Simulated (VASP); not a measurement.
Consider the following.

```xyz
4
Lattice="3.5007 0.0000 0.0000 -1.7503 3.0317 0.0000 0.0000 0.0000 11.2113" Properties=species:S:1:pos:R:3 pbc="T T T"
Tl     0.0000     0.0000    11.2113
Tl     0.0000     0.0000     5.6057
Bi     0.0000     2.0211     2.8028
Bi     1.7503     1.0106     8.4085
```

Calculation: PBEsol GGA, VASP's PBE PAW potentials (set 64) (plane waves; VASP). Settings: 400 eV cut-off, Gaussian smearing of 0.050 eV, potentials Tl_d Bi_d.

Q: Give the energies of bands 23 to 32 at the high-symmetry points, in eV from the Fermi level.

A: 
```
band      Γ      M      K      A      L      H
----  -----  -----  -----  -----  -----  -----
23    -8.86  -5.80  -5.26  -8.13  -5.65  -4.99
24    -7.03  -5.13  -4.48  -8.13  -5.65  -4.99
25    -4.26  -4.70  -3.28  -2.33  -3.57  -3.01
26     0.70  -3.15  -2.91  -2.33  -3.57  -3.01
27     1.62  -2.46  -2.91   4.36  -2.35  -2.19
28     4.26  -0.94  -1.54   4.36  -2.35  -2.19
29     4.26   0.23  -1.54   4.36   1.52  -1.12
30     4.45   0.54  -0.93   4.36   1.52  -1.12
31     4.45   1.33   1.07   5.18   1.57   0.18
32     7.99   1.87   1.07   5.18   1.57   0.18
```

It has no gap at this level: it comes out as a metal or semimetal.

The structure was generated: TlBi was put into the NiAs type type (P6_3/mmc), which need not be its known phase. It was relaxed first.
